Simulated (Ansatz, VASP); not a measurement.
## Ta2NbO2: VASP beside Ansatz

```
CELL_PARAMETERS angstrom
-1.68864 1.68864 6.10603
1.68864 -1.68864 6.10603
1.68864 1.68864 -6.10603
ATOMIC_POSITIONS crystal
Ta 0.64252 0.64252 0.00000
Ta 0.35748 0.35748 0.00000
Nb 0.00000 0.00000 0.00000
O 0.75000 0.25000 0.50000
O 0.25000 0.75000 0.50000
```

Change from the starting cell: species swapped into the GdSi2Ag2 type (I4/mmm, No. 139).

Alike in both runs: functional PBE; k mesh 6 × 6 × 6; occupations gaussian, width 0.1 eV; no spin polarisation.

Ansatz relaxed the structure, and its values are those at the end. VASP's run is a single point on that final structure, the one shown.

|  | VASP | Ansatz |
| --- | --- | --- |
| version | VASP 6.6.1 | Ansatz 0.2.0 |
| potentials or method | VASP PAW PBE potentials, release 64 (Ta_pv, Nb_sv, O) | scalar-relativistic, plane waves, PAW |
| plane-wave cutoff (eV) | 520 | 420 |
| valence electrons in the cell | 47 | 51 |

VASP gave:

```
gap on the k mesh at the Fermi level (eV) : none
pressure (GPa)                            : 0.3
rms of the force components (eV/Å)        : 0.031
```

Task: Estimate Ansatz's values.

Result: gap on the k mesh at the Fermi level (eV): none; pressure (GPa): 0.0; rms of the force components (eV/Å): 0.002.

A gap of «none» marks a metal or a gap that the smearing closes. The two sets of potentials don't hold the same shells in valence.

Caveats: the k mesh is coarse (spacing up to 0.44 Å⁻¹), so the values aren't converged; an odd number of electrons without spin polarisation forces a metal; a magnetic or distorted state may lie lower. Spin-orbit coupling is left out, which matters for the levels of Ta.
